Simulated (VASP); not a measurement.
Here is the system:

```xyz
2
Lattice="0.0000 3.1132 3.1132 3.1132 0.0000 3.1132 3.1132 3.1132 0.0000" Properties=species:S:1:pos:R:3 pbc="T T T"
K      0.0000     0.0000     0.0000
Cl     3.1132     3.1132     3.1132
```

Level of theory: r2SCAN meta-GGA, VASP's PBE PAW potentials (set 64) (plane waves; VASP). Numerical set-up: 520 eV cut-off, 7×7×7 Γ-centred mesh, Gaussian smearing of 0.050 eV, potentials K_sv Cl.

**Question.** Estimate the energy per atom (σ→0), band gap (on the k-mesh) with the smallest direct gap where there is one.

**Answer.** 
```json
{
 "band gap (on the k-mesh)": "5.95 eV",
 "smallest direct gap (on the k-mesh)": "5.95 eV",
 "energy per atom (σ→0)": "-8.251 eV/atom"
}
```

Only differences to runs with the same potentials and settings are physical.

The compound is KCl in the rock salt structure. This cell is one point of a volume scan, at 0.97 of the reference volume.
